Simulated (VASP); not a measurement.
Calculation: PBE GGA, VASP's PBE PAW potentials (set 64) (plane waves; VASP).

A VASP calculation is set up with these files.

File POSCAR:
```
CoAl
1
    2.9069040000     0.0000000000     0.0000000000
    0.0000000000     2.9069040000     0.0000000000
    0.0000000000     0.0000000000     2.9069040000
Al Co
1 1
Direct
  0.5000000000   0.5000000000   0.5000000000
  0.0000000000   0.0000000000   0.0000000000
```

KPOINTS:
```
Automatic mesh
0
Gamma
15 15 15
0 0 0
```

INCAR:
```
ALGO = Normal
EDIFF = 1E-8
ENCUT = 300
GGA = PE
IBRION = 8
ISIF = 2
ISMEAR = -1
LASPH = .TRUE.
LCHARG = .FALSE.
LEPSILON = .FALSE.
LMAXMIX = 4
LREAL = .FALSE.
LWAVE = .FALSE.
NELM = 100
NSW = 1
PREC = Accurate
SIGMA = 0.05
SYSTEM = CoAl
```

POTCAR, in this order: Al Co (PBE.64 set). Program: vasp_std.

Output

OSZICAR:
```
       N       E                     dE             d eps       ncg     rms          rms(c)
DAV:   1     0.207231075306E+02    0.20723E+02   -0.38131E+03  2634   0.782E+02
DAV:   2    -0.128482531205E+02   -0.33571E+02   -0.30674E+02  2420   0.147E+02
DAV:   3    -0.135602433918E+02   -0.71199E+00   -0.70743E+00  2834   0.275E+01
DAV:   4    -0.135708162984E+02   -0.10573E-01   -0.10568E-01  2820   0.316E+00
DAV:   5    -0.135711018682E+02   -0.28557E-03   -0.28556E-03  2744   0.522E-01    0.120E+01
DAV:   6    -0.168240578968E+02   -0.32530E+01   -0.77013E+01  2692   0.120E+02    0.187E+01
DAV:   7    -0.119681451963E+02    0.48559E+01   -0.34441E+01  2644   0.762E+01    0.168E+00
DAV:   8    -0.119666511804E+02    0.14940E-02   -0.22817E-01  2494   0.379E+00    0.113E+00
DAV:   9    -0.119537580004E+02    0.12893E-01   -0.41832E-02  2828   0.271E+00    0.287E-01
DAV:  10    -0.119533387264E+02    0.41927E-03   -0.10126E-03  2660   0.374E-01    0.120E-01
DAV:  11    -0.119533274256E+02    0.11301E-04   -0.22560E-05  3124   0.484E-02    0.159E-02
DAV:  12    -0.119533263767E+02    0.10489E-05   -0.24643E-06  2674   0.158E-02    0.418E-03
DAV:  13    -0.119533261590E+02    0.21767E-06   -0.35416E-07  3508   0.490E-03    0.130E-03
DAV:  14    -0.119533261506E+02    0.83966E-08   -0.19116E-08  1438   0.134E-03
   1 F= -.11953326E+02 E0= -.11949308E+02  d E =-.803568E-02
 Linear response reoptimize wavefunctions
DAV:   1    -0.119533261647E+02   -0.14101E-07   -0.22535E-09  2524   0.513E-04
DAV:   2    -0.119533261648E+02   -0.27512E-10   -0.61888E-11  1220   0.815E-05
 Linear response DOF=           2
 Linear response progress:
  Degree of freedom:   1/  2
       N       E                     dE             d eps       ncg     rms          rms(c)
RMM:   1    -0.559106686710E-02   -0.55911E-02    0.37338E-03 12314   0.678E-01
RMM:   2    -0.543312548290E-02    0.15794E-03   -0.12956E-04  8068   0.219E-01    0.567E-02
RMM:   3    -0.542551183833E-02    0.76136E-05   -0.10258E-04  8932   0.840E-02    0.285E-02
RMM:   4    -0.550680474329E-02   -0.81293E-04   -0.65143E-05  9014   0.609E-02    0.585E-03
RMM:   5    -0.550489384909E-02    0.19109E-05   -0.30056E-06  9078   0.155E-02    0.250E-03
RMM:   6    -0.550705625502E-02   -0.21624E-05   -0.30654E-07  7835   0.772E-03    0.136E-03
RMM:   7    -0.550889560616E-02   -0.18394E-05   -0.75711E-08  8392   0.317E-03    0.512E-04
RMM:   8    -0.550894632636E-02   -0.50720E-07   -0.11000E-08  9481   0.863E-04    0.197E-04
RMM:   9    -0.550939756240E-02   -0.45124E-06    0.11276E-09  9217   0.256E-04    0.299E-05
RMM:  10    -0.550946536084E-02   -0.67798E-07   -0.12030E-10  9821   0.756E-05    0.154E-05
RMM:  11    -0.550947343589E-02   -0.80751E-08    0.12528E-10  9594   0.222E-05    0.153E-06
 Linear response progress:
  Degree of freedom:   2/  2
       N       E                     dE             d eps       ncg     rms          rms(c)
RMM:   1    -0.166188174876E+00   -0.16619E+00   -0.11185E-01  8945   0.311E+00
RMM:   2    -0.165554791441E+00    0.63338E-03   -0.14555E-03  8432   0.466E-01    0.157E-01
RMM:   3    -0.165504914438E+00    0.49877E-04   -0.10260E-04  8836   0.883E-02    0.901E-02
RMM:   4    -0.165847754062E+00   -0.34284E-03   -0.20970E-04  9135   0.124E-01    0.828E-03
RMM:   5    -0.165818550055E+00    0.29204E-04   -0.41200E-06  9236   0.237E-02    0.626E-03
RMM:   6    -0.165798908047E+00    0.19642E-04   -0.38424E-07  7807   0.932E-03    0.414E-03
RMM:   7    -0.165760120490E+00    0.38788E-04   -0.15603E-07  8872   0.514E-03    0.352E-04
RMM:   8    -0.165754710320E+00    0.54102E-05   -0.11741E-08  9677   0.915E-04    0.138E-04
RMM:   9    -0.165754948091E+00   -0.23777E-06   -0.82452E-10  9545   0.298E-04    0.356E-05
RMM:  10    -0.165754685618E+00    0.26247E-06   -0.13664E-10  9747   0.876E-05    0.754E-06
RMM:  11    -0.165754675211E+00    0.10408E-07    0.80418E-12  9930   0.258E-05    0.281E-06
RMM:  12    -0.165754663120E+00    0.12091E-07   -0.24700E-12  9674   0.805E-06    0.131E-06
RMM:  13    -0.165754677532E+00   -0.14413E-07    0.10539E-11  8394   0.297E-06    0.222E-07
RMM:  14    -0.165754676697E+00    0.83516E-09   -0.65054E-11  4265   0.110E-06    0.749E-08
 Linear response finished
```

**OUTCAR**
```
------------------------ aborting loop because EDIFF is reached ----------------------------------------

   1 f  =    8.821120 THz    55.424733 2PiTHz  294.240900 cm-1    36.481206 meV
             X         Y         Z           dx          dy          dz
      1.453452  1.453452  1.453452     0.827953   -0.000000    0.000000
      0.000000  0.000000  0.000000    -0.560798    0.000000    0.000000

   2 f  =    8.821120 THz    55.424733 2PiTHz  294.240900 cm-1    36.481206 meV
             X         Y         Z           dx          dy          dz
      1.453452  1.453452  1.453452    -0.000000    0.827953   -0.000000
      0.000000  0.000000  0.000000    -0.000000   -0.560798    0.000000

   3 f  =    8.821120 THz    55.424733 2PiTHz  294.240900 cm-1    36.481206 meV
             X         Y         Z           dx          dy          dz
      1.453452  1.453452  1.453452    -0.000000    0.000000    0.827953
      0.000000  0.000000  0.000000    -0.000000   -0.000000   -0.560798

   4 f/i=    0.004251 THz     0.026707 2PiTHz    0.141784 cm-1     0.017579 meV
             X         Y         Z           dx          dy          dz
      1.453452  1.453452  1.453452     0.072758   -0.546101   -0.104755
      0.000000  0.000000  0.000000     0.107419   -0.806255   -0.154659

   5 f/i=    0.004251 THz     0.026707 2PiTHz    0.141784 cm-1     0.017579 meV
             X         Y         Z           dx          dy          dz
      1.453452  1.453452  1.453452     0.008103   -0.104596    0.550898
      0.000000  0.000000  0.000000     0.011963   -0.154423    0.813337

   6 f/i=    0.004251 THz     0.026707 2PiTHz    0.141784 cm-1     0.017579 meV
             X         Y         Z           dx          dy          dz
      1.453452  1.453452  1.453452     0.555999    0.072987    0.005680
      0.000000  0.000000  0.000000     0.820868    0.107757    0.008386

 ELASTIC MODULI CONTR FROM IONIC RELAXATION (kBar)
 Direction    XX          YY          ZZ          XY          YZ          ZX
 --------------------------------------------------------------------------------
 XX           0.0000      0.0000      0.0000      0.0000      0.0000      0.0000
 YY           0.0000      0.0000      0.0000      0.0000      0.0000      0.0000
 ZZ           0.0000      0.0000      0.0000      0.0000      0.0000      0.0000
 XY           0.0000      0.0000      0.0000      0.0000      0.0000      0.0000
 YZ           0.0000      0.0000      0.0000      0.0000      0.0000      0.0000
 ZX           0.0000      0.0000      0.0000      0.0000      0.0000      0.0000
 --------------------------------------------------------------------------------
```
(Selected blocks of OUTCAR.)

At this cut-off the stress carries a Pulay error, which pulls relaxed volumes low.

The structure is a typed CoAl crystal. The cell was not relaxed at this level. The run is one of a series of settings (EDIFF = 1E-8, IBRION = 8, LEPSILON = .FALSE., NSW = 1 against the base run), some of them coarse on purpose. The run is not spin-polarised, so no magnetic state was tried.
